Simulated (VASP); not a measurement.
OSZICAR of a VASP run on SnTe (space group Fm-3m):

**OSZICAR**
```
       N       E                     dE             d eps       ncg     rms          rms(c)
DAV:   1     0.791654499307E+02    0.79165E+02   -0.63367E+03   232   0.854E+02
DAV:   2    -0.345907283849E+01   -0.82625E+02   -0.81247E+02   266   0.234E+02
DAV:   3    -0.749640729105E+01   -0.40373E+01   -0.40322E+01   278   0.557E+01
DAV:   4    -0.755191038410E+01   -0.55503E-01   -0.55490E-01   274   0.706E+00
DAV:   5    -0.755332086576E+01   -0.14105E-02   -0.14105E-02   278   0.955E-01    0.603E+00
DAV:   6    -0.750513941568E+01    0.48181E-01   -0.12041E-01   286   0.279E+00    0.379E+00
DAV:   7    -0.750689145239E+01   -0.17520E-02   -0.56265E-02   260   0.158E+00    0.682E-01
DAV:   8    -0.750612220373E+01    0.76925E-03   -0.89818E-03   248   0.848E-01    0.206E-01
DAV:   9    -0.750625864182E+01   -0.13644E-03   -0.58258E-04   248   0.223E-01    0.715E-02
DAV:  10    -0.750624532678E+01    0.13315E-04   -0.78954E-05   274   0.880E-02    0.295E-02
DAV:  11    -0.750624860845E+01   -0.32817E-05   -0.29276E-05   236   0.439E-02    0.783E-03
DAV:  12    -0.750624786704E+01    0.74140E-06   -0.41389E-06   252   0.198E-02
   1 F= -.75062479E+01 E0= -.74990497E+01  d E =-.143964E-01
```

Problem. Which electronic solver shows in the log?

Solution. It is blocked Davidson (ALGO = Normal, or the opening steps of other solvers). The INCAR had ALGO = Normal.

Problem. Can the final energy be trusted as converged?

Solution. The calculation finished and met its thresholds. It stopped with EDIFF = 1E-6, NELM = 100 (PBE GGA, plane waves, VASP's PBE PAW potentials (set 64)).

The structure comes from a computed database's SnTe entry; how it stands against other phases isn't given here. The cell was not relaxed at this level. The k-mesh is coarse (spacing up to 0.43 per Å, 2π included), so the numbers may not be converged in it. The run is one of a series of settings (ENCUT = 210, KPOINTS 4×4×4 Γ-centred mesh against the base run), some of them coarse on purpose.
